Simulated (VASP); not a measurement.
**GaS (space group P6_3/mmc): computed properties**

Computed with PBEsol GGA, VASP's PBE PAW potentials (set 64) (plane waves; VASP).

```yaml
space_group: P6_3/mmc (194)
cell: a = b = 3.5650 Å, c = 16.0219 Å, α = β = 90.00°, γ = 120.00°
volume_per_atom: 22.04 Å³/atom
band gap (over mesh and band path): 1.75 eV
smallest direct gap (over mesh and band path): 1.94 eV
band_edge_character: indirect, Γ to M
density: 3.83 g/cm³
```

```cif
data_Ga4S4
_chemical_formula_sum 'Ga4 S4'
_space_group_name_H-M_alt 'P63/mmc'
_space_group_IT_number 194
_space_group_name_Hall '-P 6c 2c'
_cell_length_a 3.56496
_cell_length_b 3.56496
_cell_length_c 16.02189
_cell_angle_alpha 90.000
_cell_angle_beta 90.000
_cell_angle_gamma 120.000
loop_
_atom_site_label
_atom_site_type_symbol
_atom_site_symmetry_multiplicity
_atom_site_Wyckoff_symbol
_atom_site_fract_x
_atom_site_fract_y
_atom_site_fract_z
_atom_site_occupancy
Ga1 Ga 4 f 0.33333 0.66667 0.17411 1
S1 S 4 f 0.66667 0.33333 0.10629 1
```

Without a dispersion term in the relaxation, distances and binding between the weakly bound layers, chains or molecules are unreliable, and so is what depends on them.

The structure comes from a computed database's GaS entry (P6_3/mmc); how it stands against other phases isn't given here. It was relaxed first. Symmetry was kept, so distortions that lower it aren't found.
